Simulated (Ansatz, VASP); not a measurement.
# Two plane-wave programs on Si

File INCAR:

```
PREC     = Accurate       # precision mode
ENCUT    = 520            # plane-wave cutoff, eV
EDIFF    = 1E-7           # SCF threshold, eV
ISMEAR   = 0              # smearing method
SIGMA    = 0.02           # smearing width, eV
LREAL    = False          # projectors in reciprocal space
LASPH    = True           # aspherical terms in the spheres
NELM     = 100            # most SCF steps
ALGO     = Normal         # electronic algorithm
ISIF     = 2              # what is computed and relaxed
LWAVE    = False          # write WAVECAR
LCHARG   = False          # write CHGCAR
GGA      = PE             # functional
NBANDS   = 11             # bands
```

Contents of KPOINTS:

```
regular mesh
0
Gamma
  8 8 8
```

POSCAR

```
Si
1.0
    0.0000000000      2.7350468771      2.7350468771
    2.7350468771      0.0000000000      2.7350468771
    2.7350468771      2.7350468771      0.0000000000
Si
2
Direct
    0.7500000000      0.7500000000      0.7500000000
    0.5000000000      0.5000000000      0.5000000000
```

Input for Ansatz:

```yaml
crystal:
  lattice:
    - [0.0, 2.7350468771, 2.7350468771]
    - [2.7350468771, 0.0, 2.7350468771]
    - [2.7350468771, 2.7350468771, 0.0]
  atoms:
    - { symbol: Si, position: [0.75, 0.75, 0.75] }
    - { symbol: Si, position: [0.5, 0.5, 0.5] }
basis:
  ecutwfc: 420
kpoints:
  mp_grid: { grid: [8, 8, 8] }
  band_path:
    path:
      - [[0.0, 0.0, 0.0], [0.5, 0.0, 0.5], [0.625, 0.25, 0.625]]
      - [[0.375, 0.375, 0.75], [0.0, 0.0, 0.0], [0.5, 0.5, 0.5], [0.5, 0.25, 0.75], [0.5, 0.0, 0.5]]
    npoints: 10
hamiltonian:
  xc: pbe
scf:
  occupations: { method: gaussian, width: 0.02 }
  n_extra_bands: 7
output:
  forces: true
  stress: true
  eigenvalues: true
  write_density: true
  write_potential: true
  elf: true
  volumetric_format: npy
```

Alike in both runs: task single point; functional PBE; k mesh 8 × 8 × 8; occupations gaussian, width 0.02 eV; no spin polarisation.

```csv
,VASP,Ansatz
version,VASP 6.6.1,Ansatz 0.2.0
potentials or method,"VASP PAW PBE potentials, release 64 (Si)","scalar-relativistic, plane waves, PAW"
plane-wave cutoff (eV),520,420
valence electrons in the cell,8,8
```

Ansatz gave:

```
gap on the k mesh at the Fermi level (eV) : 0.65
least direct gap on the mesh (eV)         : 2.55
pressure (GPa)                            : 0.0
```

Problem. Which values does VASP return?

Solution. gap on the k mesh at the Fermi level (eV): 0.65; least direct gap on the mesh (eV): 2.56; pressure (GPa): -0.1.

With one functional, cell and mesh, what is left measures potentials, basis and numerics.

A k mesh can miss the band edges. PBE gaps usually lie below the measured ones, often by a third to a half.
